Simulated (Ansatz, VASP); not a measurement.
## Ni9N (Ni(110)-(2x1)-N added row) in two plane-wave programs

Wanted: the spread between two codes on one cell, functional and k mesh. The cell is taken from a series of runs on this material, whose earlier steps may have relaxed, scaled, displaced or heated it; both programs get it as it stands.

Calculated with Ansatz 0.2.0; plane waves, with VASP 6.6.1 beside it; single point at LDA.

### Step 1. Set-up

The cell holds 10 atoms: 9 Ni and 1 N. Its edges and angles: a = 3.520 Å, b = 4.978 Å, c = 22.078 Å, α = 90.0°, β = 90.0°, γ = 90.0°. Vacuum lies along c.

### Step 2. Ansatz: single point, LDA

Ansatz runs on its default PAW (the set named soft_2) files.

A single point gives forces, pressure and levels at one fixed geometry, so differences don't come from the geometry; what else differs is listed under the comparison.

The input, input.yaml:

```yaml
crystal:
  lattice:
    - [3.52, 0.0, 0.0]
    - [0.0, 4.9780317396, 0.0]
    - [0.0, 0.0, 22.0780317396]
  atoms:
    - { symbol: Ni, position: [0.0, 0.0, 0.3849980877], spin: 0.7 }
    - { symbol: Ni, position: [0.0, 0.5, 0.3849980877], spin: 0.7 }
    - { symbol: Ni, position: [0.5, 0.25, 0.4413666965], spin: 0.7 }
    - { symbol: Ni, position: [0.5, 0.75, 0.4413666965], spin: 0.7 }
    - { symbol: Ni, position: [0.0, 0.0, 0.4893795035], spin: 0.7 }
    - { symbol: Ni, position: [0.0, 0.5, 0.4948638187], spin: 0.7 }
    - { symbol: Ni, position: [0.5, 0.2598118665, 0.5480855748], spin: 0.7 }
    - { symbol: Ni, position: [0.5, 0.7401881335, 0.5480855748], spin: 0.7 }
    - { symbol: Ni, position: [0.0, 0.0, 0.5993038139], spin: 0.7 }
    - { symbol: "N", position: [0.5, 0.0, 0.6036022296] }
magnetization:
  spin_polarized: true
kpoints:
  mp_grid: { grid: [18, 12, 1] }
hamiltonian:
  xc: lda
scf:
  occupations: { method: fermi_dirac, width: 0.05 }
  convergence: { dr2_threshold: 1.0e-09 }
  n_extra_bands: 22
efield:
  axis: 3
  dipole_correction: true
  ramp_position: 0.97
  ramp_width: 0.06
output:
  band_densities:
    - { e_range: [-0.3, 0] }
    - { e_range: [-1.0, 0] }
    - { e_range: [-2.0, 0] }
    - { e_range: [0, 0.3] }
    - { e_range: [0, 1.0] }
    - { e_range: [0, 2.0] }
    - { e_range: [-2.0, -1.8] }
    - { e_range: [-1.8, -1.6] }
    - { e_range: [-1.6, -1.4] }
    - { e_range: [-1.4, -1.2] }
    - { e_range: [-1.2, -1.0] }
    - { e_range: [-1.0, -0.8] }
    - { e_range: [-0.8, -0.6] }
    - { e_range: [-0.6, -0.4] }
    - { e_range: [-0.4, -0.2] }
    - { e_range: [-0.2, 0.0] }
    - { e_range: [0.0, 0.2] }
    - { e_range: [0.2, 0.4] }
    - { e_range: [0.4, 0.6] }
    - { e_range: [0.6, 0.8] }
    - { e_range: [0.8, 1.0] }
    - { e_range: [1.0, 1.2] }
    - { e_range: [1.2, 1.4] }
    - { e_range: [1.4, 1.6] }
    - { e_range: [1.6, 1.8] }
    - { e_range: [1.8, 2.0] }
  band_residual_tolerance: 0.0001
  dos: { projected: true, e_range: [-5, 4] }
  write_potential: true
  write_density: true
  volumetric_format: npy
```

On the command line:

```sh
$ ansatz run input.yaml --threads 8 --pin off --max-ram 12288MiB --backend cpu --events-out ev --progress --plain --runs-dir out
```

Numbers of over 12 decimals in the logs are rounded to 6 here.

The log of the run:

```text
scf.n_extra_bands = 22 over 84 filled bands (N_el = 167.0): the run solves 106 bands
Engine: ansatz 0.2.0, aarch64-unknown-linux-gnu
Pseudopotentials: kind: paw
Pseudopotential: Ni, paw, valence charge 18, recommended cutoff 420 eV (normal), Ni.paw.azcp
Pseudopotential: N, paw, valence charge 5, recommended cutoff 420 eV (normal), N.paw.azcp
Functional definition: SPW92
  exchange = slater_x
  correlation = pw_c
Crystal: 10 atoms, lattice volume = 386.866 Å³
Basis set: ecut = 420 eV, 7551 PW (Γ)
Bands: 106, of which v1, the nominal top of the filled ones, is band 84 counted from 1 (83 counted from 0)
Symmetry: 4 space group operations
k-points: 70 of 216
Non-local potential: Ni, projectors of the file, l = 0: 3, l = 1: 2, l = 2: 3, l = 3: 1
Non-local potential: N, projectors of the file, l = 0: 2, l = 1: 2, l = 2: 1
PAW form: soft (Blöchl's): semilocal exchange-correlation on the pseudo side does not see the compensation charge
PAW frozen core: Ni, regenerated for the run's functional, and the local potential with it (the file was generated under x = pbe(κ = 0.804, μ = 0.219515), c = pbe(β = 0.066725))
PAW frozen core: N, regenerated for the run's functional, and the local potential with it (the file was generated under x = pbe(κ = 0.804, μ = 0.219515), c = pbe(β = 0.066725))
PAW one-centre angular grid: Ni, 590 points (default); XC on 64 Gauss nodes
PAW one-centre angular grid: N, 110 points (default); XC on 64 Gauss nodes
Initial density: superposition of atomic densities (neutral atoms: chi_scale 0, normalization atom)
Starting moments: Σ|m| = 6.3 μB on 9 of 10 sites
Initial wavefunctions: pseudopotential atomic-orbital guess
Functional: x = slater, c = lda
SCF iter   1: F=—  HF=-52321.832278 eV  |F-HF|=—  |Δ(HF+E_count)|=         —  Δρ=4.33e-2 (↑2.92e-2 ↓4.33e-2)  dr2=1.57e1  dr2_m=1.70e0  M=7.569 μB ∫|m|=7.856 μB  β_m=1.00  ethr=3.10e-3  p=0.000 e·Å  D=1.95e-7 V/Å  ΔV_dip=-0.00 eV  dr2_dipole=2.45e-1  V_vac-E_F(+/−)=7.25/7.25 eV  ⟨swp⟩=9.7  Hψ=76797  notcnv=0  defer=737
Mixer restart at iter 1: flushing history
efield: sawtooth ramp at fractional position 0.9700 (set: `efield.ramp_position`, or a place that a band, a saddle search or an elastic batch's reference lends), width 0.0600; the density the first Hamiltonian is built on has a dipole p = 0.000 e·Å; the dipole correction subtracts the counter field D = 1.95e-7 V/Å, which shifts the + side's vacuum level by -0.00 eV against the − side's; the planar-averaged density in the ramp window peaks in size at 1.9e-5 e/Å³
preconditioner: auto → LDOS  [metal: Δε(μ)=0.003 eV  Ē_g=7.852 eV  σ=0.050 eV  W_gap=0.01  n_scr=96 (ndim 8)  ℏωp=18.4 eV  f_vac=0.657  D(μ)=17.59/eV (n_scr^D=158)]
spin=Collinear: LDOS preconditioning applied to the charge; magnetization (m = ρ↑ − ρ↓) channel mixes plain (no charge-response kernel on spin).
SCF iter   2: F=—  HF=-52321.012841 eV  |F-HF|=—  |Δ(HF+E_count)|=   8.19e-1  Δρ=1.91e-2 (↑1.91e-2 ↓1.80e-2)  dr2=4.57e0  dr2_m=2.18e-1  M=6.791 μB ∫|m|=7.232 μB  β_m=0.32  ethr=3.10e-3  p=-0.010 e·Å  D=-4.55e-3 V/Å  ΔV_dip=0.10 eV  dr2_dipole=2.26e-1  V_vac-E_F(+/−)=6.31/6.21 eV  ⟨swp⟩=2.9  Hψ=25646  notcnv=0  defer=1613
density mixer auto → msr1: a metal under ldos (density of states about μ 3.36 of a free-electron gas's, 96 screened modes)
SCF iter   3: F=—  HF=-52324.562559 eV  |F-HF|=—  |Δ(HF+E_count)|=    3.55e0  Δρ=1.55e-2 (↑1.55e-2 ↓1.19e-2)  dr2=1.79e0  dr2_m=3.40e-1  M=6.455 μB ∫|m|=6.923 μB  β_m=0.47  ethr=2.74e-3  p=-0.019 e·Å  D=-8.71e-3 V/Å  ΔV_dip=0.19 eV  dr2_dipole=1.26e-1  V_vac-E_F(+/−)=5.82/5.63 eV  ⟨swp⟩=2.8  Hψ=23186  notcnv=0  defer=1626
SCF iter   4: F=—  HF=-52327.792378 eV  |F-HF|=—  |Δ(HF+E_count)|=    3.23e0  Δρ=1.71e-2 (↑7.88e-3 ↓1.71e-2)  dr2=6.85e-1  dr2_m=4.53e-1  M=5.504 μB ∫|m|=5.995 μB  β_m=0.73  ethr=1.07e-3  p=-0.034 e·Å  D=-1.60e-2 V/Å  ΔV_dip=0.35 eV  dr2_dipole=4.13e-2  V_vac-E_F(+/−)=5.50/5.14 eV  ⟨swp⟩=2.2  Hψ=21486  notcnv=0  defer=1619
SCF iter   5: F=—  HF=-52328.832081 eV  |F-HF|=—  |Δ(HF+E_count)|=    1.04e0  Δρ=1.06e-2 (↑5.54e-3 ↓1.06e-2)  dr2=3.15e-1  dr2_m=1.38e-1  M=4.547 μB ∫|m|=4.997 μB  β_m=0.81  ethr=4.10e-4  p=-0.047 e·Å  D=-2.20e-2 V/Å  ΔV_dip=0.49 eV  dr2_dipole=3.71e-4  V_vac-E_F(+/−)=5.39/4.91 eV  ⟨swp⟩=2.8  Hψ=26766  notcnv=0  defer=1639
SCF iter   6: F=—  HF=-52328.822304 eV  |F-HF|=—  |Δ(HF+E_count)|=   9.78e-3  Δρ=7.45e-3 (↑3.59e-3 ↓7.45e-3)  dr2=2.54e-1  dr2_m=2.36e-2  M=4.402 μB ∫|m|=4.833 μB  β_m=0.73  ethr=1.88e-4  p=-0.048 e·Å  D=-2.22e-2 V/Å  ΔV_dip=0.49 eV  dr2_dipole=1.75e-3  V_vac-E_F(+/−)=5.47/4.98 eV  ⟨swp⟩=2.4  Hψ=26334  notcnv=0  defer=1659
[...]
SCF converged after 20 iterations
Magnetization: 4.3661 μB (85.6830 up, 81.3170 down)
Absolute magnetization: 4.7987 μB (∫|ρ↑−ρ↓|, with the PAW one-centre terms)
Spin contamination: 0.0811 ħ² per cell (⟨S²⟩ above its minimum at these occupations)
Per-site moments (μB) at R_I (Å): [(0.748104, 0.950621), (0.770173, 1.000568), (0.620332, 0.972118), (0.620332, 0.972118), (0.682062, 0.950621), (0.545174, 1.000568), (0.222263, 0.735025), (0.222263, 0.735025), (0.027120, 0.727055), (0.016679, 0.727055)]
Free energy (F): -52328.761163 eV
Harris-Foulkes:  -52328.761163 eV  (|F-HF|=3.78e-10)
Internal energy: -52328.607445 eV  (E = F + TS)
E sigma→0 (E₀):  -52328.684304 eV
Entropy (-TS):   -0.153718 eV (-15.372 meV/atom)
Fermi energy:    0.959051 eV
Dipole field:    D = -0.026104 V/Å  (p = -0.055808 e·Å, saw-weighted, corrected)
Work function:   Φ+ = 5.3890 eV   Φ− = 4.8126 eV
Levels:          The Fermi level and band energies are counted from a zero that moves with the ramp; work functions are not
--- Per-component energies (eV) ---
  E_band       = -5339.439591
  E_kinetic    = 2674.282742
  E_local      = -327446.494058  (includes V_loc(G=0)·N_el)
  E_nonlocal   = 5809.025296
  E_hartree    = 159720.508335
  E_xc         = -812.976904
  E_vxc        = -1051.324906  (∫ρ·V_xc dr)
  E_paw        = -14194.141824  (= ΣΔE_a)
  E_vpaw       = -4764.512646  (= ΣTr[D̂ρ^β])
  E_aug_tail   = 0.004153  (compensation charges beyond the density's cutoff)
  E_efield     = 0.000728  (sawtooth field / dipole correction)
  E_vefield    = -1.438141  (∫n·V_field dr)
  E_ewald      = 121917.196958
  E_core_change = 3.987128  (= ΣΔE_core)
  E_smearing   = -0.153718  (= −TS)
  E_closure    = -0.000000  (closes the sum)
  Σ components = -52328.761163   (vs F -52328.761163, Δ=0.00e0)
--- Band table (eV; the first three rows and the last of 140) ---
  k-point 0 ↑: bands = [... 80 lower, 0.3761, 0.4974, 0.4998, 0.5657, 0.7442, 0.8873, 0.9831, 1.9275, ... 18 higher]
  k-point 1 ↑: bands = [... 80 lower, 0.3665, 0.4908, 0.4985, 0.5181, 0.7897, 0.8381, 0.9310, 1.6152, ... 18 higher]
  k-point 2 ↑: bands = [... 80 lower, 0.3670, 0.4533, 0.4641, 0.4978, 0.6598, 0.8530, 0.8567, 1.1216, ... 18 higher]
  k-point 69 ↓: bands = [... 80 lower, 0.8447, 0.8601, 1.1513, 1.3117, 1.4546, 1.6539, 1.8245, 1.9039, ... 18 higher]
--- Band densities, each state counted as filled ---
  window                                       electrons  max residual (eV)  cut levels
  e_range: [-0.3, 0]                 0.990741 + 4.166667             3.3e-6           0
  e_range: [-1, 0]                 10.995370 + 12.495370             3.3e-6           0
  e_range: [-2, 0]                 22.763889 + 24.370370             3.3e-6           0
  e_range: [0, 0.3]                  0.879630 + 3.773148             8.9e-6           0
  e_range: [0, 1]                    2.189815 + 6.013889             5.0e-5           0
  e_range: [0, 2]                    3.666667 + 7.717593             5.0e-5           0
  e_range: [-2, -1.8]                1.791667 + 2.291667             2.7e-6           0
  e_range: [-1.8, -1.6]              2.509259 + 3.000000             2.8e-6           0
  e_range: [-1.6, -1.4]              2.449074 + 2.393519             2.6e-6           0
  e_range: [-1.4, -1.2]              2.282407 + 2.009259             2.3e-6           0
  e_range: [-1.2, -1]                2.736111 + 2.180556             2.4e-6           0
  e_range: [-1, -0.8]                2.726852 + 2.467593             2.4e-6           0
  e_range: [-0.8, -0.6]              3.583333 + 2.430556             2.8e-6           0
  e_range: [-0.6, -0.4]              3.199074 + 2.125000             2.9e-6           0
  e_range: [-0.4, -0.2]              0.703704 + 2.652778             2.8e-6           0
  e_range: [-0.2, 0]                 0.782407 + 2.819444             3.3e-6           0
  e_range: [0, 0.2]                  0.648148 + 2.625000             8.9e-6           0
  e_range: [0.2, 0.4]                0.412037 + 1.796296             8.7e-6           0
  e_range: [0.4, 0.6]                0.430556 + 0.712963             4.4e-5           0
  e_range: [0.6, 0.8]                0.342593 + 0.527778             5.0e-5           0
  e_range: [0.8, 1]                  0.356481 + 0.351852             4.7e-5           0
  e_range: [1, 1.2]                  0.347222 + 0.425926             4.3e-5           0
  e_range: [1.2, 1.4]                0.388889 + 0.388889             2.7e-5           0
  e_range: [1.4, 1.6]                0.250000 + 0.319444             4.8e-5           0
  e_range: [1.6, 1.8]                0.245370 + 0.282407             1.2e-5           0
  e_range: [1.8, 2]                  0.245370 + 0.287037             1.2e-5           0
```

[end of part 1 of 2]

[Lines on the potential files, build, host, timing and source positions are cut from VASP's logs without a mark.]

[Logs are printed without paths, hosts, clocks, repeated set-up lines and the standing remarks that a program may print on its own settings, such as how far it seeks lower states.]

[Hosts, paths, dates, database ids (printed as entryN), source tags and the programs' standing remarks are cut or masked in the printed files.]
